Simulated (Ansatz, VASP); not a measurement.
# Si in two plane-wave programs, part 2 of 2

Wanted: the spread between two codes on one cell, functional and k mesh. Of the first pair: The structure shown is frame 62 of Ansatz's trajectory.

VASP 6.6.1 and Ansatz 0.2.0.

So far. Step 3 (VASP: single point, PBE, pair 1): The run ends at a pressure of -1.01 GPa, with forces up to 1.9 eV/Å.

**6. VASP: single point, PBE, pair 2**

Level of this step: PBE; plane waves and PAW (Si) (VASP).

The same cell, functional, mesh and smearing now go to VASP, with its own data sets.

Input file INCAR:

```
SYSTEM = Si
PREC = Accurate
ENCUT = 400
EDIFF = 1E-06
NELM = 120
ISMEAR = 0
SIGMA = 0.05
LREAL = Auto
ALGO = Normal
GGA = PE
NBANDS = 264
LORBIT = 11
LWAVE = .FALSE.
LCHARG = .FALSE.
ISIF = 2
LASPH = .TRUE.
GGA_COMPAT = .FALSE.
NCORE = 2
```

Input file POSCAR:

```
Si
1.0
   12.0324000000      0.0000000000      0.0000000000
    0.0000000000     12.0324000000      0.0000000000
    0.0000000000      0.0000000000     12.0324000000
Si
96
Direct
    0.7338353113      0.1703733254      0.8218310561
    0.8623965294      0.7896097204      0.7292144543
    0.8471211063      0.1348359430      0.6328995047
    0.5493085336      0.4573401815      0.8593381204
    0.6777700209      0.0162145540      0.5640769921
    0.1031880589      0.2686912004      0.9585618829
    0.4141983312      0.4237807919      0.1557129085
    0.9295319305      0.1712293474      0.9008094811
    0.8158887670      0.8065805658      0.9331804129
    0.4555782720      0.6819171570      0.3145507131
    0.0280492670      0.8479605066      0.9353744889
    0.8851766896      0.5997639706      0.4230161896
    0.0499401616      0.0610268941      0.1201505934
    0.2511469034      0.7319071839      0.1283866893
    0.0217412985      0.5240766597      0.2042235963
    0.9017735448      0.9109238390      0.0742661481
    0.4302217346      0.0717479472      0.7271616635
    0.4052641202      0.1567767029      0.5453941026
    0.5499983378      0.1158206177      0.4206808284
    0.5706093547      0.9702553107      0.2035171703
    0.2342674778      0.5281489977      0.1035952927
    0.8399404940      0.7600977361      0.2075562648
    0.0067733785      0.2115538047      0.7182523852
    0.7844486553      0.8944932017      0.4667564243
    0.9862870250      0.7809331472      0.3425002493
    0.6969016987      0.4038928227      0.9772281507
    0.4304128852      0.3480103720      0.6034789402
    0.8923656128      0.3815780725      0.9762308434
    0.1028223796      0.9237891028      0.6467288322
    0.3866310960      0.9964429374      0.0273843955
[... 60 atom lines left out ...]
    0.2131328746      0.0999052558      0.2915794023
    0.8647152688      0.4805608191      0.6594112563
    0.0124829627      0.6530284897      0.6975000831
    0.2522356305      0.9811259599      0.7743426083
    0.4307370101      0.3794837273      0.4025464579
    0.2617599149      0.3230943120      0.6986885409
```

Input file KPOINTS:

```
Automatic mesh
0
Gamma
1 1 1
0 0 0
```

Potentials, in the order of the species: Si (PBE family, release 64).

Command:

```
$ mpirun -np 8 vasp_gam
```

Numbers of over 12 decimals in the logs are rounded to 6 here.

What it wrote:

```text
[... set-up lines as in an earlier step ...]
 entering main loop
       N       E                     dE             d eps       ncg     rms          rms(c)
DAV:   1     0.160746860855E+04    0.16075E+04   -0.14441E+05   528   0.105E+03
DAV:   2    -0.276724930607E+03   -0.18842E+04   -0.17496E+04   680   0.197E+02
DAV:   3    -0.481611177044E+03   -0.20489E+03   -0.19638E+03   664   0.569E+01
DAV:   4    -0.487733189605E+03   -0.61220E+01   -0.60417E+01   648   0.115E+01
[...]
DAV:  14    -0.481491947713E+03   -0.15789E-04   -0.60378E-05   616   0.127E-02    0.134E-02
DAV:  15    -0.481491950149E+03   -0.24360E-05   -0.12581E-05   592   0.567E-03    0.651E-03
DAV:  16    -0.481491950265E+03   -0.11582E-06   -0.21958E-06   408   0.244E-03
   1 F= -.48149195E+03 E0= -.48146326E+03  d E =-.573879E-01
```

OUTCAR, selected parts (step 6):

```text
  Total       -7.4812346     -2.6562661      1.1173171     -1.1594474      4.7315302     -2.8855582
  in kB       -6.8806121     -2.4430108      1.0276146     -1.0663624      4.3516646     -2.6538944
  external PRESSURE =      -2.7653361 kB  Pullay stress =       0.0000000 kB

 POSITION                                       TOTAL-FORCE (eV/Angst)
 -----------------------------------------------------------------------------------
      8.82980      2.05000      9.88860         0.101663      0.165734     -0.384595
     10.37670      9.50090      8.77420         0.956839      0.620645     -0.279176
     10.19290      1.62240      7.61530        -0.865832     -0.368863      1.206853
      6.60950      5.50290     10.33990         0.373310     -0.327778     -0.385202
      8.15520      0.19510      6.78720        -0.736505      0.240340      0.311811
      1.24160      3.23300     11.53380         1.015336      0.568114      0.049625
      4.98380      5.09910      1.87360        -0.365369     -0.904062     -0.416446
[...]
11.43670      1.53010      5.66550         0.691625      0.324856     -1.454432
      6.95390      2.01190      2.38080         0.259683      0.413519     -0.406897
      7.31410      5.48190      5.40180        -0.269251      0.043292      0.595837
      6.00810      7.25940      1.51120         0.481293      1.190651      0.127152
      7.60680      2.52650     12.01270        -0.117309      0.304105      0.525760
      3.67270      9.61270      3.57110        -0.034776      1.276037      0.516250
[...]
-----------------------------------------------------------------------------------
    total drift:                               -0.001214      0.005606     -0.003888

  FREE ENERGIE OF THE ION-ELECTRON SYSTEM (eV)
  ---------------------------------------------------
  free  energy   TOTEN  =      -481.4919502650 eV

  energy  without entropy=     -481.4345623725  energy(sigma->0) =     -481.46325632

[... 2 parts as in an earlier step ...]

[... 1 further part left out ...]
[key lines of the parts left out:]
E-fermi :   7.0378
```

The run ends at a pressure of -0.28 GPa, with forces up to 1.7 eV/Å.

**7. Comparison**

Forces on 9 of the 96 atoms, those with the largest forces and the largest differences (eV/Å; atoms numbered as in POSCAR):

| atom | Ansatz x, y, z | VASP x, y, z |
| --- | --- | --- |
| Si3 | -0.874, -0.364, 1.218 | -0.866, -0.369, 1.207 |
| Si14 | -0.530, -0.486, -1.356 | -0.534, -0.485, -1.354 |
| Si15 | -0.833, 0.318, -1.086 | -0.828, 0.312, -1.081 |
| Si16 | -0.170, 0.171, 0.667 | -0.167, 0.161, 0.657 |
| Si36 | 0.698, 0.322, -1.458 | 0.692, 0.325, -1.454 |
| Si41 | -0.037, 1.282, 0.518 | -0.035, 1.276, 0.516 |
| Si59 | -0.209, -1.544, -0.665 | -0.210, -1.541, -0.668 |
| Si60 | -1.155, -0.749, -0.089 | -1.150, -0.744, -0.095 |
| Si90 | -1.032, 0.295, -0.507 | -1.021, 0.295, -0.503 |

The forces differ by 3.7 meV/Å r.m.s., which is 0.7 % of the r.m.s. force of 0.504 eV/Å (both taken over all components).

**8. Ansatz: dynamics, PBE**

One frame of this run of dynamics is then solved in both programs, so the motion causes no difference.

The structure compared here is frame 186 of Ansatz's trajectory.

Input file input.yaml:

```yaml
crystal:
  lattice:
    - [12.0324, 0.0, 0.0]
    - [0.0, 12.0324, 0.0]
    - [0.0, 0.0, 12.0324]
  atoms:
    - { symbol: Si, position: [0.75065, 0.13959, 0.77112] }
    - { symbol: Si, position: [0.88281, 0.73485, 0.70473] }
    - { symbol: Si, position: [0.82458, 0.13377, 0.56713] }
    - { symbol: Si, position: [0.48465, 0.42494, 0.83454] }
    - { symbol: Si, position: [0.66126, 0.00768, 0.57248] }
    - { symbol: Si, position: [0.1625, 0.37775, 0.9759] }
    - { symbol: Si, position: [0.4157, 0.40863, 0.15721] }
    - { symbol: Si, position: [0.94146, 0.16924, 0.86894] }
    - { symbol: Si, position: [0.87933, 0.79045, 0.91182] }
    - { symbol: Si, position: [0.47222, 0.70753, 0.3204] }
    - { symbol: Si, position: [0.07775, 0.84916, 0.98424] }
    - { symbol: Si, position: [0.89076, 0.60689, 0.40247] }
    - { symbol: Si, position: [0.08027, 0.12339, 0.15464] }
    - { symbol: Si, position: [0.25525, 0.71166, 0.13852] }
    - { symbol: Si, position: [0.01387, 0.55627, 0.15976] }
    - { symbol: Si, position: [0.91437, 0.88478, 0.11188] }
    - { symbol: Si, position: [0.42539, 0.04253, 0.78485] }
    - { symbol: Si, position: [0.44841, 0.14653, 0.58347] }
    - { symbol: Si, position: [0.5148, 0.10624, 0.39179] }
    - { symbol: Si, position: [0.57186, 0.01522, 0.21594] }
    - { symbol: Si, position: [0.24363, 0.52806, 0.15881] }
    - { symbol: Si, position: [0.79686, 0.76454, 0.21044] }
    - { symbol: Si, position: [0.9872, 0.21504, 0.68617] }
    - { symbol: Si, position: [0.77108, 0.85488, 0.45682] }
    - { symbol: Si, position: [0.93287, 0.78511, 0.35088] }
    - { symbol: Si, position: [0.69949, 0.42295, 0.97119] }
    - { symbol: Si, position: [0.48756, 0.37403, 0.6573] }
    - { symbol: Si, position: [0.8809, 0.34365, 0.97257] }
    - { symbol: Si, position: [0.09387, 0.92684, 0.62982] }
    - { symbol: Si, position: [0.37093, 0.9718, 0.96047] }
[... 60 atom lines left out ...]
    - { symbol: Si, position: [0.23059, 0.1008, 0.30201] }
    - { symbol: Si, position: [0.84271, 0.42621, 0.76204] }
    - { symbol: Si, position: [0.05525, 0.60297, 0.66123] }
    - { symbol: Si, position: [0.20904, 0.02984, 0.78681] }
    - { symbol: Si, position: [0.48955, 0.36224, 0.4137] }
    - { symbol: Si, position: [0.29654, 0.28654, 0.68113] }
kpoints:
  mp_grid: { grid: [1, 1, 1] }
hamiltonian:
  xc: pbe
scf:
  occupations: { method: gaussian, width: 0.05 }
output:
  forces: true
md:
  timestep: 2.0
  n_steps: 186
  ensemble: nvt_langevin
  temperature: 300
  initial_velocities: maxwell_boltzmann
  seed: 3681
```

Command:

```
$ ansatz run input.yaml --threads 4 --pin off --max-ram 8192MiB --backend cpu --events-out ev --progress --plain --runs-dir out
```

What it wrote:

```text
[...]
Crystal: 96 atoms, lattice volume = 1742.035 Å³
Basis set: ecut = 420 eV, 34049 PW (Γ), exchange–correlation on 162×162×162 points (8 copies of the dense FFT grid, shifted against one another)
Bands: 288, of which v1, the nominal top of the filled ones, is band 192 counted from 1 (191 counted from 0)
Symmetry: 1 space group operations
k-points: 1
[...]
atom  93  Si     0.42164088    -0.14316557    -0.05893667
  atom  94  Si     0.60692535    -0.43370057     0.10299843
  atom  95  Si     0.65100560     0.81641282     0.93561463
  atom  96  Si    -0.19142233    -0.93541106     0.15015708
  max |Σ_I F_I| component: 6.35e-5 eV/Å
--- Band table (eV) ---
  k-point 0: bands = [... 188 lower, 7.2581, 7.3073, 7.3288, 7.5616, 7.6335, 7.7261, 7.8014, 7.8288, ... 92 higher]
--- MD trajectory: 186 steps, t = 0.0 → 372.0 fs ---
[...]
[key lines of the parts left out:]
SCF converged after 6 iterations
Free energy (F): -61001.919606 eV
Fermi energy:    7.597563 eV
```

**9. VASP: single point, PBE, pair 3**

The same cell, functional, mesh and smearing now go to VASP, with its own data sets.

INCAR is that of step 6.

Input file POSCAR:

```
Si
1.0
   12.0324000000      0.0000000000      0.0000000000
    0.0000000000     12.0324000000      0.0000000000
    0.0000000000      0.0000000000     12.0324000000
Si
96
Direct
    0.7294388484      0.2008909278      0.8543432732
    0.8956484159      0.8005468568      0.7391875270
    0.8124563678      0.1233585985      0.6548402646
    0.5583840298      0.4671553472      0.8674246202
    0.6812522855      0.0087264386      0.5563146172
    0.0994814002      0.2958512018      0.9447907317
    0.3876865796      0.4400535222      0.1426897377
    0.9268225790      0.1996359828      0.9181044513
    0.8101708720      0.8225707257      0.9394717596
    0.4692081380      0.6884412087      0.3332419135
    0.0025098900      0.8343555733      0.9221518567
    0.8778963465      0.5801918154      0.4136415013
    0.0691715701      0.0231957049      0.1120640936
    0.2230062165      0.7185349556      0.1112911805
    0.0126658023      0.5045543699      0.1826983810
    0.8931468369      0.9408181244      0.0641767228
    0.4314101925      0.0427346165      0.7013230943
    0.4028040956      0.1438865064      0.5398590472
    0.5704680695      0.1257438250      0.4285096905
    0.6060303846      0.9730145274      0.2307353479
    0.2423456667      0.5327116785      0.0557079219
    0.8643412785      0.7710431834      0.2037914298
    0.9798627040      0.2071573418      0.7316911007
    0.8085751803      0.8663691367      0.4809348093
    0.9682856288      0.8042036501      0.3755360527
    0.6749443170      0.3909943153      0.9957448223
    0.4277949536      0.3555982181      0.5980436156
    0.8595957581      0.3980918188      0.9211379276
    0.1018333832      0.9072254912      0.6126458562
    0.3967870084      0.9921628270      0.0335593896
[... 60 atom lines left out ...]
    0.2709018982      0.1199095775      0.2934659752
    0.8566370799      0.5119676872      0.6322013896
    0.0110451780      0.6467454539      0.7100162894
    0.2194159104      0.0082942721      0.7392955686
    0.4291080749      0.3545510455      0.3848359430
    0.2688241747      0.3316212892      0.7118945514
```

KPOINTS is that of step 6.

Command:

```
$ mpirun -np 8 vasp_gam
```

What it wrote:

```text
[... set-up lines as in an earlier step ...]
 entering main loop
       N       E                     dE             d eps       ncg     rms          rms(c)
DAV:   1     0.161940732198E+04    0.16194E+04   -0.14467E+05   528   0.105E+03
DAV:   2    -0.283398960464E+03   -0.19028E+04   -0.17686E+04   688   0.198E+02
DAV:   3    -0.485810166805E+03   -0.20241E+03   -0.19451E+03   664   0.568E+01
DAV:   4    -0.491824884039E+03   -0.60147E+01   -0.59250E+01   648   0.115E+01
[...]
DAV:  15    -0.484826723308E+03   -0.45571E-05   -0.10396E-05   576   0.497E-03    0.540E-03
DAV:  16    -0.484826724314E+03   -0.10059E-05   -0.14346E-06   408   0.187E-03    0.238E-03
DAV:  17    -0.484826724885E+03   -0.57148E-06   -0.53767E-07   344   0.115E-03
   1 F= -.48482672E+03 E0= -.48480991E+03  d E =-.336368E-01
```

From OUTCAR (step 9):

```text
  FREE ENERGIE OF THE ION-ELECTRON SYSTEM (eV)
  ---------------------------------------------------
  free  energy   TOTEN  =      -484.8267248852 eV

  energy  without entropy=     -484.7930880966  energy(sigma->0) =     -484.80990649

[... 1 part as in an earlier step ...]
```

The run ends at a pressure of 1.27 GPa, with forces up to 1.6 eV/Å.

**10. Side by side**

Forces on 10 of the 96 atoms, those with the largest forces and the largest differences (eV/Å; atoms numbered as in POSCAR):

| atom | Ansatz x, y, z | VASP x, y, z |
| --- | --- | --- |
| Si9 | -0.759, -0.455, -0.425 | -0.745, -0.450, -0.425 |
| Si11 | 1.121, -0.711, -0.306 | 1.110, -0.707, -0.305 |
| Si16 | 0.073, -0.038, 0.818 | 0.076, -0.047, 0.809 |
| Si24 | -0.187, 0.692, 0.971 | -0.185, 0.690, 0.969 |
| Si38 | -0.846, 0.736, -0.624 | -0.842, 0.736, -0.624 |
| Si69 | 1.062, 0.662, -0.497 | 1.055, 0.663, -0.493 |
| Si83 | -0.458, -0.060, 0.103 | -0.452, -0.049, 0.097 |
| Si89 | 0.464, -0.771, -1.333 | 0.459, -0.771, -1.329 |
| Si91 | -0.298, 1.499, -0.002 | -0.295, 1.498, -0.003 |
| Si95 | 0.651, 0.816, 0.936 | 0.650, 0.823, 0.936 |

The forces differ by 3.9 meV/Å r.m.s., which is 0.8 % of the r.m.s. force of 0.472 eV/Å (both taken over all components).

**11. What came out**

```yaml
r_m_s_force_difference_single_point_pbe_pair_1: 0.63 % of the r.m.s. force
r_m_s_force_difference_single_point_pbe_pair_2: 0.73 % of the r.m.s. force
r_m_s_force_difference_single_point_pbe_pair_3: 0.82 % of the r.m.s. force
```

In words: The r.m.s. force difference is 0.82 % of the r.m.s. force (single point, PBE, pair 3), within the 3 % picked in this series as the mark of a large difference. How closely two codes agree says nothing of how well the functional describes the real material.

[Lines on the potential files, build, host, timing and source positions are cut from VASP's logs without a mark.]

[Logs are printed without paths, hosts, clocks, repeated set-up lines and the standing remarks that a program may print on its own settings, such as how far it seeks lower states.]

[Hosts, paths, dates, database ids (printed as entryN), source tags and the programs' standing remarks are cut or masked in the printed files.]
